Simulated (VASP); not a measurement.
# CdTe (space group F-43m): computed properties

Level of theory: PBEsol GGA, VASP's PBE PAW potentials (set 64) (plane waves; VASP 6.6.1).

```json
{
  "space_group": "F-43m (216)",
  "cell": "a = 6.484 Å, b = 6.484 Å, c = 6.484 Å, α = 90.00°, β = 90.00°, γ = 90.00°",
  "volume_per_atom": "34.08 Å^3/atom",
  "band gap (over mesh and band path)": "0.66 eV",
  "smallest direct gap (over mesh and band path)": "0.66 eV",
  "band_edge_character_without_spin_orbit_coupling": "direct, Γ to Γ",
  "band_gap_with_spin_orbit_coupling": "0.38 eV",
  "density": "5.85 g/cm³"
}
```

```yaml
crystal:
  lattice:
    - [0.00000, 3.24215, 3.24215]
    - [3.24215, 0.00000, 3.24215]
    - [3.24215, 3.24215, 0.00000]
  atoms:
    - { symbol: Cd, position: [0.00000, 0.00000, 0.00000] }
    - { symbol: Te, position: [0.25000, 0.25000, 0.25000] }
```

Unless said otherwise, spin-orbit coupling is left out, though it shifts the bands of the heavy elements here.

The structure comes from a measured CdTe entry (F-43m) of the Crystallography Open Database, whose conditions weren't checked. It was relaxed first. Symmetry was kept, so distortions that lower it aren't found.
